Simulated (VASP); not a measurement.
Runs of VASP 6.6.1 on Cl2. The cell holds a molecule in a box, 2 atoms: a = 10.000 Å, b = 10.500 Å, c = 11.000 Å, α = 90.00°, β = 90.00°, γ = 90.00°. 

| level | potentials or basis | cutoff (eV) | gap on the mesh (eV) |
| --- | --- | --- | --- |
| PBEsol | VASP PAW PBE potentials, release 64 (Cl) | 500 | (a) |
| RPBE | VASP PAW PBE potentials, release 64 (Cl) | 520 | (b) |
| PBEsol | VASP PAW PBE potentials, release 64 (Cl) | 300 | 3.11 |
| PBE+D3(BJ) | VASP PAW PBE potentials, release 64 (Cl) | 520 | 3.06 |
| LDA | VASP PAW LDA potentials, release 64 (Cl) | 520 | 3.08 |

Alike in all rows: task relaxation of the atoms; no spin polarisation; cell atoms relaxed; k mesh 1 × 1 × 1; smearing gaussian 0.02 eV.

Estimate the missing entries.

(a) 3.12; (b) 3.05.

